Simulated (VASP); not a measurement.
Energy against volume of Li$_{2}$Se (antifluorite). Level of theory: revTPSS meta-GGA, VASP's PBE PAW potentials (set 64) (plane waves; VASP 6.6.1). Run with 520 eV cut-off, 7×7×7 Γ-centred mesh, Gaussian smearing of 0.050 eV, potentials Li_sv Se.

| V (Å³/atom) | E (eV/atom) |
|---|---|
| 17.125 | -1.78475 |
| 17.654 | -1.78837 |
| 18.184 | -1.78836 |
| 18.714 | -1.78499 |

### Question
Fit these four points and predict the energy of the run at 16.595 Å³/atom.

### Answer
A cubic in V^(−2/3), the third-order Birch-Murnaghan form, passes through the four points with V0 = 17.92 Å³/atom and B0 = 36 GPa, and gives -1.7772 eV/atom there. The run gave -1.7769 eV/atom, +0.3 meV/atom from the fit; all five points give B0 = 36 GPa.

The compound is Li2Se in the antifluorite structure. It was relaxed first.
